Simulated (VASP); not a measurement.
```
CELL_PARAMETERS angstrom
      3.41692     0.00000     0.00000
     -1.70846     2.95914     0.00000
      0.00000     0.00000     3.33474
ATOMIC_POSITIONS crystal
  Ir 0.00000 0.00000 0.00000
  As 0.66667 0.33333 0.50000
```

The numbers are results of PBE GGA, VASP's PBE PAW potentials (set 64) (plane waves; VASP), not measurements. Run with 300 eV cut-off, 6×6×5 Γ-centred mesh, Fermi-Dirac smearing of 0.10 eV, potentials Ir As.

At this cut-off the stress carries a Pulay error, which pulls relaxed volumes low. Energy and stress use the plane-wave basis of the starting cell.

Problem. The ions, cell shape and volume are relaxed. Which structure does the run end with?

Solution. 
```
CELL_PARAMETERS angstrom
      3.72477     0.00000     0.00000
     -1.86238     3.22574     0.00000
      0.00000     0.00000     2.89646
ATOMIC_POSITIONS crystal
  Ir 0.00000 0.00000 0.00000
  As 0.66667 0.33333 0.50000
```
Space group P-6m2 (187), at a tolerance of 0.03 Å.

Problem. How do energy and volume change from the first to the last step?

Solution. The energy (σ→0) changes by -30.6 meV/atom and the volume by +3.2 %, in 17 ionic steps.

The structure was generated: AsIr was put into an ordered model structure, which need not be its known phase. This run relaxes it. Symmetry was kept, so distortions that lower it aren't found. The k-mesh is coarse (spacing up to 0.43 per Å, 2π included), so the numbers may not be converged in it. The run is one of a series of settings (EDIFFG = -0.01, IBRION = 2, ISIF = 3, NSW = 50 against the base run), some of them coarse on purpose.
